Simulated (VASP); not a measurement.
Output of a VASP run:

File OSZICAR:
```
       N       E                     dE             d eps       ncg     rms          rms(c)
DAV:   1     0.964503866778E+02    0.96450E+02   -0.63281E+03  2296   0.122E+03
DAV:   2     0.404821796533E+02   -0.55968E+02   -0.52382E+02  2345   0.252E+02
DAV:   3     0.396050814729E+02   -0.87710E+00   -0.87573E+00  2878   0.366E+01
DAV:   4     0.395982518353E+02   -0.68296E-02   -0.68287E-02  2722   0.310E+00
DAV:   5     0.395981156371E+02   -0.13620E-03   -0.13620E-03  2941   0.399E-01    0.106E+01
DAV:   6     0.383429559039E+02   -0.12552E+01   -0.94239E+00  2161   0.490E+01    0.415E+00
DAV:   7     0.397323246736E+02    0.13894E+01   -0.26009E+00  2263   0.187E+01    0.503E+00
DAV:   8     0.393596373440E+02   -0.37269E+00   -0.52864E-02  2195   0.370E+00    0.438E+00
DAV:   9     0.385566732684E+02   -0.80296E+00   -0.77799E-01  2160   0.130E+01    0.224E+00
DAV:  10     0.382201828697E+02   -0.33649E+00   -0.54469E-01  2162   0.856E+00    0.640E-01
DAV:  11     0.382238371400E+02    0.36543E-02   -0.30717E-02  2205   0.181E+00    0.352E-01
DAV:  12     0.382248989878E+02    0.10618E-02   -0.22538E-03  2349   0.454E-01    0.296E-01
DAV:  13     0.382265949169E+02    0.16959E-02   -0.49487E-03  2189   0.753E-01    0.117E-01
DAV:  14     0.382259899222E+02   -0.60499E-03   -0.11785E-03  2162   0.385E-01    0.473E-02
DAV:  15     0.382260136216E+02    0.23699E-04   -0.41808E-04  2172   0.216E-01    0.221E-02
DAV:  16     0.382260083753E+02   -0.52463E-05   -0.56206E-06  2332   0.345E-02    0.866E-03
DAV:  17     0.382260060576E+02   -0.23177E-05   -0.64255E-06  2200   0.229E-02    0.101E-02
DAV:  18     0.382260057231E+02   -0.33452E-06   -0.33495E-07  2276   0.769E-03    0.478E-03
DAV:  19     0.382260056982E+02   -0.24873E-07   -0.78040E-08  1633   0.296E-03
   1 F= 0.38226006E+02 E0= 0.38226155E+02  d E =-.447761E-03
```

OUTCAR:
```
------------------------ aborting loop because EDIFF is reached ----------------------------------------
  FORCE on cell =-STRESS in cart. coord.  units (eV):
  Direction    XX          YY          ZZ          XY          YZ          ZX
  --------------------------------------------------------------------------------------
  Total       -0.9867615     -0.9867615     -0.9867615     -0.0000000     -0.0000000     -0.0000000
  in kB      -87.5886393    -87.5886393    -87.5886393     -0.0000000     -0.0000000     -0.0000000
  external PRESSURE =     -87.5886393 kB  Pullay stress =       0.0000000 kB
  volume of cell :       18.05
      direct lattice vectors                 reciprocal lattice vectors
     0.000000000  2.082004528  2.082004528    -0.240153176  0.240153176  0.240153176
     2.082004528  0.000000000  2.082004528     0.240153176 -0.240153176  0.240153176
     2.082004528  2.082004528  0.000000000     0.240153176  0.240153176 -0.240153176
 POSITION                                       TOTAL-FORCE (eV/Angst)
 -----------------------------------------------------------------------------------
      0.00000      0.00000      0.00000         0.000000      0.000000      0.000000
 -----------------------------------------------------------------------------------
    total drift:                               -0.000000     -0.000000     -0.000000
  FREE ENERGIE OF THE ION-ELECTRON SYSTEM (eV)
  ---------------------------------------------------
  free  energy   TOTEN  =        38.2260056982 eV

  energy  without entropy=       38.2264534590  energy(sigma->0) =       38.22615495
```
(Selected blocks of OUTCAR.)

POSCAR:
```
Au
1
    0.0000000000     2.0820045277     2.0820045277
    2.0820045277     0.0000000000     2.0820045277
    2.0820045277     2.0820045277     0.0000000000
Au
1
Direct
  0.0000000000   0.0000000000   0.0000000000
```

Write an INCAR and KPOINTS that could have produced this output.

This is not unique; one that fits is the input of the run itself, revTPSS meta-GGA, plane waves, VASP's PBE PAW potentials (set 64).

**INCAR**
```
# general
SYSTEM  = Au
PREC    = Accurate
ENCUT   = 520
LREAL   = .FALSE.
LASPH   = .TRUE.

# electronic loop
EDIFF   = 1E-7
NELM    = 100
ALGO    = Normal
LMAXMIX = 6
LMIXTAU = .TRUE.

# smearing
ISMEAR  = 1
SIGMA   = 0.1

# functional
METAGGA = RTPSS

# ions
ISIF    = 2

# output
LWAVE   = .FALSE.
LCHARG  = .FALSE.
```

**KPOINTS**
```
Automatic
0
G
 15 15 15
0 0 0
```

POTCAR, in this order: Au (PBE.64 set). Program: vasp_std.

The compound is Au in the fcc structure. This cell is one point of a volume scan, at 1.06 of the reference volume.
